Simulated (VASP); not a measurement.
Input:

```
Mg2Ge
1.0
    0.00000     3.20350     3.20350
    3.20350     0.00000     3.20350
    3.20350     3.20350     0.00000
Mg Ge
2 1
Direct
  0.25000   0.25000   0.25000
  0.75000   0.75000   0.75000
  0.00000   0.00000   0.00000
```

All values below come from PBE GGA with spin-orbit coupling, VASP's PBE PAW potentials (set 64) (plane waves; VASP). Settings: 400 eV cut-off, 6×6×6 Γ-centred mesh, Gaussian smearing of 0.050 eV, potentials Mg Ge_d.

Q: Predict the energy per atom (σ→0), band gap (over mesh and band path) with the smallest direct gap where there is one.

A: 
```json
{
  "band gap (over mesh and band path)": "0.09 eV",
  "smallest direct gap (over mesh and band path)": "0.92 eV",
  "energy per atom (σ→0)": "-2.782 eV/atom"
}
```

Total energies compare only between runs with the same potentials, cut-off and functional.

The compound is Mg2Ge in the antifluorite structure. It was relaxed first.
